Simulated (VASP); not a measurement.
# CaZr2N2 (I4/mmm) in VASP: density of states with PBE

Aim: the density of states of CaZr2N2 with PBE.

Program: VASP 6.6.1. These are calculated values, not measurements. Logs are shortened: lines on timing, memory, paths and dates and some standing lists are left out, and cuts for length are marked.

## 1. The structure

Symmetry: I4/mmm, No. 139, tetragonal system. Conventional cell: a = 3.259 Å, b = 3.259 Å, c = 14.911 Å, α = 90.00°, β = 90.00°, γ = 90.00°. Ca (site symmetry 4/mmm) is surrounded by 2 N at 2.58 Å. Around Zr (site symmetry 4mm) lie 5 N at 2.24 to 2.31 Å. N (site symmetry 4mm) is surrounded by 5 Zr at 2.24 to 2.31 Å.

The cell was built by a generator and needn't be a form met in nature.

## 2. Density of states, PBE

The input, POSCAR:

```
CaZr2N2
1.0
   -1.6296700000      1.6296700000      7.4556500000
    1.6296700000     -1.6296700000      7.4556500000
    1.6296700000      1.6296700000     -7.4556500000
Ca Zr N
1 2 2
Direct
    0.0000000000      0.0000000000      0.0000000000
    0.6771090000      0.6771090000      0.0000000000
    0.3228910000      0.3228910000      0.0000000000
    0.1728590000      0.1728590000      0.0000000000
    0.8271410000      0.8271410000      0.0000000000
```

The input, INCAR.step1:

```
ALGO = Fast
EDIFF = 1E-6
ENCUT = 520
GGA = PE
ISIF = 2
ISMEAR = 0
KPAR = 4
LASPH = True
LCHARG = True
LMAXMIX = 4
LREAL = False
LWAVE = False
NBANDS = 30
NELM = 60
PREC = Accurate
SIGMA = 0.1
```

The input, KPOINTS.step1:

```
k-points
0
Gamma
  12 12 12
```

The input, INCAR.step2:

```
ALGO = Fast
EDIFF = 1E-6
ENCUT = 520
GGA = PE
ICHARG = 11
ISIF = 2
ISMEAR = -5
KPAR = 4
LASPH = True
LCHARG = False
LMAXMIX = 4
LORBIT = 11
LREAL = False
LWAVE = False
NBANDS = 30
NEDOS = 1001
NELM = 60
PREC = Accurate
SIGMA = 0.1
```

The input, KPOINTS.step2:

```
k-points
0
Gamma
  18 18 18
```

Potentials or basis: VASP PAW PBE potentials, release 64 (Ca_sv, Zr_sv, N).

Command:

```bash
$ cat potpaw_PBE.64/Ca_sv/POTCAR potpaw_PBE.64/Zr_sv/POTCAR potpaw_PBE.64/N/POTCAR > POTCAR
$ cp INCAR.step1 INCAR
$ cp KPOINTS.step1 KPOINTS
$ mpirun -np 4 vasp_std > vasp.out
$ cp INCAR.step2 INCAR
$ cp KPOINTS.step2 KPOINTS
$ mpirun -np 4 vasp_std > vasp.out
```

OUTCAR:

```text
EDIFF = 1E-6
   ENCUT = 520
   GGA = PE
   ICHARG = 11
   ISIF = 2
   ISMEAR = -5
   LASPH = True
   LORBIT = 11
   LREAL = False
   NELM = 60
   PREC = Accurate

 ion  position               nearest neighbor table
   1  0.000  0.000  0.000-   2 3.51   2 3.51   2 3.51   3 3.51   2 3.51   3 3.51   3 3.51   3 3.51

   2  0.677  0.677  0.000-   5 2.24   4 2.31   4 2.31   4 2.31   4 2.31   3 3.17   3 3.17   3 3.17
                             3 3.17   1 3.51   1 3.51   1 3.51   1 3.51
   3  0.323  0.323  0.000-   4 2.24   5 2.31   5 2.31   5 2.31   5 2.31   2 3.17   2 3.17   2 3.17
                             2 3.17   1 3.51   1 3.51   1 3.51   1 3.51
   4  0.173  0.173  0.000-   3 2.24   2 2.31   2 2.31   2 2.31   2 2.31
   5  0.827  0.827  0.000-   2 2.24   3 2.31   3 2.31   3 2.31   3 2.31

  LATTYP: Found a body centered tetragonal cell.
 ALAT       =     3.2593400000
 C/A-ratio  =     4.5749446207

  Lattice vectors:

 A1 = (  -1.6296700000,   1.6296700000,   7.4556500000)
 A2 = (   1.6296700000,  -1.6296700000,   7.4556500000)
 A3 = (   1.6296700000,   1.6296700000,  -7.4556500000)

Analysis of symmetry for initial positions (statically):
=====================================================================
 Subroutine PRICEL returns:
 Original cell was already a primitive cell.

 Routine SETGRP: Setting up the symmetry group for a
 body centered tetragonal supercell.

 Subroutine GETGRP returns: Found 16 space group operations
 (whereof 16 operations were pure point group operations)
 out of a pool of 16 trial point group operations.

The static configuration has the point symmetry D_4h.

Analysis of symmetry for dynamics (positions and initial velocities):
=====================================================================
 Subroutine PRICEL returns:
 Original cell was already a primitive cell.

 Routine SETGRP: Setting up the symmetry group for a
 body centered tetragonal supercell.

 Subroutine GETGRP returns: Found 16 space group operations
 (whereof 16 operations were pure point group operations)
 out of a pool of 16 trial point group operations.

The dynamic configuration has the point symmetry D_4h.

 Subroutine INISYM returns: Found 16 space group operations
 (whereof 16 operations are pure point group operations),
 and found     1 'primitive' translations

----------------------------------------------------------------------------------------

[... 113 lines left out ...]
   EMIN   =  10.00;   EMAX   =-10.00  energy-range for DOS
   EFERMI =   0.00;   METHOD = LEGACY
   ISMEAR =    -5;   SIGMA  =   0.10  broadening in eV -4-tet -1-fermi 0-gaus
   EFERMI_NEDOS =   21; number of points for ismear=-14 and -15
   IALGO  =     68    algorithm
   IMIX   =      4    mixing-type and parameters
     AMIX     =   0.40;   BMIX     =  1.00
     AMIX_MAG =   1.60;   BMIX_MAG =  1.00
  volume/ion in A,a.u.               =      15.84       106.90
  Fermi-wavevector in a.u.,A,eV,Ry     =   1.345790  2.543175 24.642218  1.811152
  Thomas-Fermi vector in A             =   2.473675
   LORBIT       =     11    0 simple, 1 ext, 2 COOP (PROOUT), +10 PAW based schemes
   GGA     = PE    functional components
   LHFCALC =     F    Hartree Fock is set to
   AEXX    =    0.0000 exact exchange contribution
   IVDW    =     0    specifies the selected vdW correction
   LEPSILON=     F    determine dielectric tensor
   LRPA    =     F    only Hartree local field effects (RPA)
 non-spin polarized calculation
 RMM-DIIS sequential band-by-band and
 Fermi weights with tetrahedron method with Bloechl corrections
  energy-cutoff  :      520.00
  volume of cell :       79.20
 maximum number of plane-waves:      2159
 NGX is ok and might be reduce to    60

 number of electron      43.9999999 magnetization

 Free energy of the ion-electron system (eV)
  ---------------------------------------------------
  ext. energy  EPLUGINS =         0.00000000
  ---------------------------------------------------
  free energy    TOTEN  =       -41.96154925 eV

  energy without entropy =      -41.96154925  energy(sigma->0) =      -41.96154925

 E-fermi :   8.1987     XC(G=0): -11.0925

 val. band max:        8.2279911535   @ k =  -0.2778  -0.4444   0.1667
 cond. band min:       8.1877548266   @ k =   0.3333   0.2778   0.0556
 fundamental gap:     -0.0402363269
 Fermi energy:         8.1987218991

 k-point     1 :       0.0000    0.0000    0.0000
  band No.  band energies     occupation
      1     -41.1067      2.00000
      2     -40.9853      2.00000
      3     -32.4304      2.00000
      4     -19.4512      2.00000
      5     -19.0516      2.00000
      6     -19.0516      2.00000
[... 781 lines left out ...]
     29      11.8254      0.00000
     30      12.0353      0.00000

 [... further k-points ...]

------------------------ aborting loop because EDIFF is reached ----------------------------------------

  FORCE on cell =-STRESS in cart. coord.  units (eV):
  Direction    XX          YY          ZZ          XY          YZ          ZX
  --------------------------------------------------------------------------------------
  -------------------------------------------------------------------------------------
  Total        0.0217091      0.0217091      0.1296884      0.0000000      0.0000000      0.0000000
  in kB        0.4391447      0.4391447      2.6234150      0.0000000      0.0000000      0.0000000
  external PRESSURE =       1.1672348 kB  Pullay stress =       0.0000000 kB

 VOLUME and BASIS-vectors are now :
 -----------------------------------------------------------------------------
  energy-cutoff  :      520.00
  volume of cell :       79.20
      direct lattice vectors                 reciprocal lattice vectors
    -1.629670000  1.629670000  7.455650000     0.000000000  0.306810581  0.067063234
     1.629670000 -1.629670000  7.455650000     0.306810581  0.000000000  0.067063234
     1.629670000  1.629670000 -7.455650000     0.306810581  0.306810581  0.000000000

 POSITION                                       TOTAL-FORCE (eV/Angst)
 -----------------------------------------------------------------------------------
      0.00000      0.00000      0.00000         0.000000      0.000000      0.000000
      0.00000      0.00000     10.09658        -0.000000     -0.000000      0.021236
      0.00000      0.00000      4.81472        -0.000000     -0.000000     -0.021236
      0.00000      0.00000      2.57755         0.000000      0.000000      0.044187
      0.00000      0.00000     12.33375        -0.000000     -0.000000     -0.044187
 -----------------------------------------------------------------------------------
    total drift:                               -0.000000     -0.000000      0.000000

  FREE ENERGIE OF THE ION-ELECTRON SYSTEM (eV)
  ---------------------------------------------------
  free  energy   TOTEN  =       -41.9615492473 eV

  energy  without entropy=      -41.9615492473  energy(sigma->0) =      -41.96154925

 total charge

# of ion       s       p       d       tot
------------------------------------------
    1        2.069   5.859   0.295   8.223
    2        2.167   6.017   1.655   9.838
    3        2.167   6.017   1.655   9.838
    4        1.249   2.425   0.000   3.673
    5        1.249   2.425   0.000   3.673
--------------------------------------------------
tot          8.900  22.742   3.605  35.247
```

OSZICAR.step1:

```text
N       E                     dE             d eps       ncg     rms          rms(c)
DAV:   1     0.442916068417E+03    0.44292E+03   -0.23285E+04  9780   0.148E+03
DAV:   2    -0.123933242579E+02   -0.45531E+03   -0.44127E+03 11632   0.427E+02
DAV:   3    -0.468554277765E+02   -0.34462E+02   -0.33963E+02 15126   0.102E+02
[... 19 lines left out ...]
RMM:  23    -0.419619707194E+02    0.14000E-05   -0.39480E-05 15075   0.248E-02    0.397E-02
RMM:  24    -0.419619727946E+02   -0.20752E-05   -0.25814E-05 11808   0.146E-02    0.368E-02
RMM:  25    -0.419619742355E+02   -0.14409E-05   -0.18039E-05 11057   0.117E-02    0.341E-02
RMM:  26    -0.419619754646E+02   -0.12290E-05   -0.12448E-05  9801   0.875E-03    0.341E-02
RMM:  27    -0.419619761458E+02   -0.68127E-06   -0.99891E-06 11168   0.101E-02
   1 F= -.41961976E+02 E0= -.41955310E+02  d E =-.133313E-01
```

Run time: 58 min. Hardware: 4 MPI ranks of Intel Xeon Platinum 8488C (Sapphire Rapids), shared host; peak memory 1.3 GiB.

What came out:

| Property | Result |
| --- | --- |
| Valence electrons inside the program's atomic spheres | Ca 8.22; Zr 9.84; N 3.67 |

States per cell in windows of 1 eV (zero at the Fermi level; states under -8 eV left out):
```csv
from (eV),total,Zr2_d,Zr3_d,N4_p,N5_p,Ca1_d,Zr2_p
-8.0,0.00,0.00,0.00,0.00,0.00,0.00,0.00
-7.0,0.74,0.05,0.05,0.11,0.11,0.00,0.00
-6.0,2.30,0.16,0.16,0.38,0.38,0.01,0.02
-5.0,6.70,0.60,0.60,1.30,1.30,0.03,0.10
-4.0,2.39,0.17,0.17,0.52,0.52,0.01,0.04
-3.0,0.32,0.02,0.02,0.04,0.04,0.01,0.00
-2.0,1.32,0.20,0.20,0.05,0.05,0.05,0.00
-1.0,2.50,0.39,0.39,0.06,0.06,0.18,0.01
0.0,2.28,0.42,0.42,0.08,0.08,0.23,0.01
1.0,3.36,0.61,0.61,0.15,0.15,0.45,0.01
2.0,4.08,0.99,0.99,0.18,0.18,0.44,0.01
3.0,4.22,1.21,1.21,0.16,0.16,0.45,0.01
4.0,2.25,0.48,0.48,0.04,0.04,0.64,0.00
5.0,0.00,0.00,0.00,0.00,0.00,0.00,0.00
6.0,0.00,0.00,0.00,0.00,0.00,0.00,0.00
```

Caveat: tetrahedron occupations give inexact forces and stress in metals.
